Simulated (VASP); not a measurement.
Computed with PBE GGA, VASP's PBE PAW potentials (set 64) (plane waves; VASP).

VASP input:

File POSCAR:
```
Rh
1
    0.0000000000     1.9151671848     1.9151671848
    1.9151671848     0.0000000000     1.9151671848
    1.9151671848     1.9151671848     0.0000000000
Rh
1
Direct
  0.0000000000   0.0000000000   0.0000000000
```

INCAR:
```
! general
SYSTEM   =  Rh
PREC     =  Accurate
ENCUT    =  480
LREAL    =  .False.
LASPH    =  .True.

! electronic loop
EDIFF    =  1E-6
NELM     =  100
ALGO     =  Normal
LMAXMIX  =  4

! smearing
ISMEAR   =  1
SIGMA    =  0.1

! functional
GGA      =  PE

! ions
IBRION   =  2
NSW      =  60
ISIF     =  3
EDIFFG   =  -0.01

! output
LWAVE    =  .False.
LCHARG   =  .False.
```

KPOINTS:
```
Automatic
0
Gamma
  15 15 15
```

POTCAR, in this order: Rh_pv (PBE.64 set). Program: vasp_std.

Problem. What will the output report for the number of irreducible k-points (NKPTS), largest plane-wave count, number of space-group operations, FFT grid (NGX, NGY, NGZ)?

Solution. 
```
Item                                          Result
--------------------------------------  ------------
number of irreducible k-points (NKPTS)           120
largest plane-wave count                         347
number of space-group operations                  48
FFT grid (NGX, NGY, NGZ)                20 × 20 × 20
```

The compound is Rh in the fcc structure. This run relaxes it. Symmetry was kept, so distortions that lower it aren't found. The start is the result of an earlier pass.
